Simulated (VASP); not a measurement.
These are PBE GGA, VASP's PBE PAW potentials (set 64) (plane waves; VASP) values and carry that method's errors.

The input files of a VASP run:

### INCAR
```
! general
SYSTEM   =  AuZn
PREC     =  Accurate
ENCUT    =  480   ! plane-wave cut-off (eV)
LREAL    =  .FALSE.   ! projection in real space or not
LASPH    =  .TRUE.   ! aspherical one-centre terms

! electronic loop
EDIFF    =  1E-6   ! SCF stop (eV)
NELM     =  100
ALGO     =  Normal   ! blocked Davidson
LMAXMIX  =  6   ! l cut-off of mixed one-centre charges

! smearing
ISMEAR   =  1   ! Methfessel-Paxton
SIGMA    =  0.1

! functional
GGA      =  PE   ! PBE

! ions
IBRION   =  2   ! conjugate gradients
NSW      =  60   ! most ionic steps
ISIF     =  3   ! ions, shape and volume
EDIFFG   =  -0.01

! output
LWAVE    =  .FALSE.
LCHARG   =  .FALSE.
```

### POSCAR
```
AuZn
1
    3.1858868945    -0.0000000000    -0.0000000000
    0.0000000000     3.1858868945     0.0000000000
   -0.0000000000     0.0000000000     3.1858868945
Zn Au
1 1
Direct
  0.5000000000   0.5000000000   0.5000000000
  0.0000000000   0.0000000000   0.0000000000
```

### KPOINTS
```
Automatic mesh
0
Gamma
  10 10 10
```

POTCAR, in this order: Zn Au (PBE.64 set). Program: vasp_std.

The run wrote:

### OSZICAR
```
       N       E                     dE             d eps       ncg     rms          rms(c)
DAV:   1     0.123298127696E+03    0.12330E+03   -0.11264E+04  1688   0.185E+03
DAV:   2    -0.117804247057E+01   -0.12448E+03   -0.12085E+03  1750   0.334E+02
DAV:   3    -0.516993429679E+01   -0.39919E+01   -0.39791E+01  2030   0.697E+01
DAV:   4    -0.519385376424E+01   -0.23919E-01   -0.23918E-01  1960   0.478E+00
DAV:   5    -0.519414129133E+01   -0.28753E-03   -0.28753E-03  2079   0.525E-01    0.774E+00
DAV:   6    -0.478181636568E+01    0.41232E+00   -0.14674E+00  1736   0.144E+01    0.500E+00
DAV:   7    -0.475797644180E+01    0.23840E-01   -0.33035E-02  2267   0.402E+00    0.271E+00
DAV:   8    -0.474981585987E+01    0.81606E-02   -0.10536E-02  1936   0.123E+00    0.152E-01
DAV:   9    -0.474984847945E+01   -0.32620E-04   -0.41126E-04  1892   0.247E-01    0.790E-02
DAV:  10    -0.474986035560E+01   -0.11876E-04   -0.53063E-05  2095   0.136E-01    0.177E-02
DAV:  11    -0.474986019523E+01    0.16038E-06   -0.14870E-05  1897   0.978E-02    0.414E-03
DAV:  12    -0.474986012796E+01    0.67270E-07   -0.29272E-07  1008   0.126E-02
   1 F= -.47498601E+01 E0= -.47497562E+01  d E =-.474986E+01
```

File OUTCAR:
```
------------------------ aborting loop because EDIFF is reached ----------------------------------------
  FORCE on cell =-STRESS in cart. coord.  units (eV):
  Direction    XX          YY          ZZ          XY          YZ          ZX
  --------------------------------------------------------------------------------------
  Total       -0.0155972     -0.0155972     -0.0155972     -0.0000000     -0.0000000      0.0000000
  in kB       -0.7728005     -0.7728005     -0.7728005     -0.0000000     -0.0000000      0.0000000
  external PRESSURE =      -0.7728005 kB  Pullay stress =       0.0000000 kB
  volume of cell :       32.34
      direct lattice vectors                 reciprocal lattice vectors
     3.185886894  0.000000000  0.000000000     0.313884338  0.000000000  0.000000000
     0.000000000  3.185886894  0.000000000     0.000000000  0.313884338  0.000000000
     0.000000000  0.000000000  3.185886894     0.000000000  0.000000000  0.313884338
 POSITION                                       TOTAL-FORCE (eV/Angst)
 -----------------------------------------------------------------------------------
      1.59294      1.59294      1.59294         0.000000      0.000000      0.000000
      0.00000      0.00000      0.00000         0.000000      0.000000      0.000000
 -----------------------------------------------------------------------------------
    total drift:                                0.000000      0.000000     -0.000000
  FREE ENERGIE OF THE ION-ELECTRON SYSTEM (eV)
  ---------------------------------------------------
  free  energy   TOTEN  =        -4.7498601280 eV

  energy  without entropy=       -4.7495484378  energy(sigma->0) =       -4.74975623

 reached required accuracy - stopping structural energy minimisation
```
(Selected blocks of OUTCAR.)

The compound is AuZn in the CsCl type structure. It was relaxed first. The start is the result of an earlier pass. The electron count is odd and the run is not spin-polarised, which forces a metal.
